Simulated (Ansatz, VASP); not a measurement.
**One calculation of Li4FeN2, two programs**

File INCAR:

```
  PREC = Accurate
  ENCUT = 520
  EDIFF = 1E-7
  ISMEAR = -1
  SIGMA = 0.05
  LREAL = F
  LASPH = T
  NELM = 150
  ALGO = Normal
  ISIF = 2
  LWAVE = F
  LCHARG = F
  ISPIN = 2
  MAGMOM = 3 0 0 0 0 0 0
  LORBIT = 11
  LMAXMIX = 4
  GGA = PE
  NBANDS = 28
```

The input KPOINTS:

```
regular mesh
0
Gamma
  9 9 9
```

POSCAR

```
Li4FeN2
1.0
   -1.7788925800      3.1198786252      4.0190713853
    1.7788925800     -3.1198786252      4.0190713853
    1.7788925800      3.1198786252     -4.0190713853
Fe N Li
1 2 4
Direct
    0.0000000000      0.0000000000      0.0000000000
    0.2231970000      0.2231970000      0.0000000000
    0.7768030000      0.7768030000      0.0000000000
    0.9174160000      0.2516560000      0.6657600000
    0.0825840000      0.7483440000      0.3342400000
    0.4141040000      0.7483440000      0.6657600000
    0.5858960000      0.2516560000      0.3342400000
```

input.yaml

```yaml
crystal:
  lattice:
    - [-1.77889258, 3.1198786252, 4.0190713853]
    - [1.77889258, -3.1198786252, 4.0190713853]
    - [1.77889258, 3.1198786252, -4.0190713853]
  atoms:
    - { symbol: Fe, position: [0.0, 0.0, 0.0], spin: 3.0 }
    - { symbol: "N", position: [0.223197, 0.223197, 0.0] }
    - { symbol: "N", position: [0.776803, 0.776803, 0.0] }
    - { symbol: Li, position: [0.917416, 0.251656, 0.66576] }
    - { symbol: Li, position: [0.082584, 0.748344, 0.33424] }
    - { symbol: Li, position: [0.414104, 0.748344, 0.66576] }
    - { symbol: Li, position: [0.585896, 0.251656, 0.33424] }
hamiltonian:
  xc: pbe
  pseudopotentials: { kind: paw }
magnetization:
  spin_polarized: true
kpoints:
  mp_grid: { grid: [9, 9, 9] }
scf:
  occupations: { method: fermi_dirac, width: 0.05 }
output:
  forces: true
  stress: true
  eigenvalues: true
  write_density: true
  write_potential: true
  elf: true
  volumetric_format: npy
```

Change from the starting cell: volume scaled by 0.96.

Alike in both runs: task single point; functional PBE; k mesh 9 × 9 × 9; occupations fermi-dirac, width 0.05 eV; collinear spin, ferromagnetic start.

```csv
,VASP,Ansatz
version,VASP 6.6.1,Ansatz 0.2.0
potentials or method,"VASP PAW PBE potentials, release 64 (Fe, N, Li_sv)",Ansatz PAW
plane-wave cutoff (eV),520,420
valence electrons in the cell,30,38
```

Ansatz gave:

| Item | Value |
| --- | --- |
| gap on the k mesh at the Fermi level (eV) | none |
| rms of the force components (eV/Å) | 0.111 |
| net moment per atom (μB) | 0.50 |
| size of the moment on the site where the two differ most (μB) | 2.57 |

Q: Estimate VASP's values.

A: gap on the k mesh at the Fermi level (eV): none; rms of the force components (eV/Å): 0.139; net moment per atom (μB): 0.50; size of the moment on the site where the two differ most (μB): 2.95.

Site moments also hang on the region over which each program counts them. Atom by atom the forces differ by 0.029 eV/Å (rms over components). A gap of «none» marks a metal or a gap that the smearing closes. The two sets of potentials don't hold the same shells in valence.

Caveats: a cell with one magnetic atom can't hold antiferromagnetic order, which such compounds often take.
